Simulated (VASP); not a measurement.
Write the native input for VASP 6.6.1 that does the following.

- Task: single point
- Functional: HSE(alpha, omega)
- Potentials or basis: VASP PAW PBE potentials, release 64 (Cd, Br)
- Cutoff: 520 eV
- k mesh: 4 × 4 × 4
- Occupations: fermi-dirac, width 0.05 eV
- Spin: no spin polarisation
- Share of exact exchange: 0.15
- Grid for exact exchange (PRECFOCK): Fast
- Further INCAR settings: ALGO = Normal; EDIFF = 1e-06; NBANDS = 16

CdBr:

```
Cd Br
1.0
     0.00000    3.07239    3.07239
     3.07239    0.00000    3.07239
     3.07239    3.07239    0.00000
Cd Br
1 1
Direct
  0.00000 0.00000 0.00000
  0.50000 0.50000 0.50000
```

The cell was built by a generator and needn't be a form met in nature.

One way to write it, as run:

POSCAR

```
CdBr
1.0
    0.0000000000      3.0723910300      3.0723910300
    3.0723910300      0.0000000000      3.0723910300
    3.0723910300      3.0723910300      0.0000000000
Cd Br
1 1
Direct
    0.0000000000      0.0000000000      0.0000000000
    0.5000000000      0.5000000000      0.5000000000
```

INCAR.step1

```
PREC = Accurate
ENCUT = 520
EDIFF = 1E-5
ISMEAR = -1
SIGMA = 0.05
LREAL = False
LASPH = True
NELM = 100
ALGO = Normal
ISIF = 2
LWAVE = True
LCHARG = False
NBANDS = 16
GGA = PE
```

INCAR.step2

```
PREC = Accurate
ENCUT = 520
EDIFF = 1E-6
ISMEAR = -1
SIGMA = 0.05
LREAL = False
LASPH = True
NELM = 100
ALGO = Normal
ISIF = 2
LWAVE = False
LCHARG = False
GGA = PE
LHFCALC = True
HFSCREEN = 0.2
AEXX = 0.15
PRECFOCK = Fast
NBANDS = 16
ISTART = 1
```

KPOINTS

```
regular mesh
0
Gamma
  4 4 4
```

Potentials or basis: VASP PAW PBE potentials, release 64 (Cd, Br).

Command:

```console
$ cat potpaw_PBE.64/Cd/POTCAR potpaw_PBE.64/Br/POTCAR > POTCAR
$ cp INCAR.step1 INCAR
$ mpirun -np 1 vasp_std > vasp.out
$ cp INCAR.step2 INCAR
$ mpirun -np 1 vasp_std > vasp.out
```

Results of the run:

The pressure is 1.3 GPa and the band gap on the k mesh is none (metal or under the smearing width).

Caveat: the k mesh is coarse (spacing up to 0.44 Å⁻¹), so the values aren't converged, least of all with exact exchange; the PAW data sets were made with another functional, which shifts forces and pressure a little; an odd number of electrons without spin polarisation forces a metal; a magnetic or distorted state may lie lower.

It took 4.7 min on 1 thread of AMD EPYC 7R13 Processor (Zen 3), with other jobs on the host, peak memory 0.24 GiB.
